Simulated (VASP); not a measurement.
Here is the system:

```
PbS
1.0
    0.00000     3.03911     3.03911
    3.03911     0.00000     3.03911
    3.03911     3.03911     0.00000
Pb S
1 1
Direct
  0.00000   0.00000   0.00000
  0.50000   0.50000   0.50000
```

Calculation: RPBE GGA, VASP's PBE PAW potentials (set 64) (plane waves; VASP). Settings: 520 eV cut-off, Gaussian smearing of 0.050 eV, potentials Pb_d S.

Unless said otherwise, spin-orbit coupling is left out, though it shifts the bands of the heavy elements here.

Problem. Give the energies of bands 7 to 13 at the high-symmetry points, in eV from the valence-band maximum.

Solution. 
```
band      Γ      X      U      L      W
----  -----  -----  -----  -----  -----
7     -6.07  -7.01  -7.62  -8.35  -7.61
8     -1.76  -4.49  -4.11  -1.43  -3.79
9     -1.76  -2.90  -2.45  -1.43  -3.79
10    -1.76  -2.90  -2.11   0.00  -0.82
11     5.12   4.35   3.45   0.71   2.36
12     5.12   5.46   4.14   2.22   4.77
13     5.12   5.53   5.04   2.22   4.77
```

The gap is direct, 0.71 eV, from the valence maximum at L to the conduction minimum at L.

Measured: gap 0.37 eV (computed value off by +0.34 eV), as given by Wikipedia, List of semiconductor materials.

The compound is PbS in the rock salt structure. It was relaxed first, which changed the volume by +7 %.
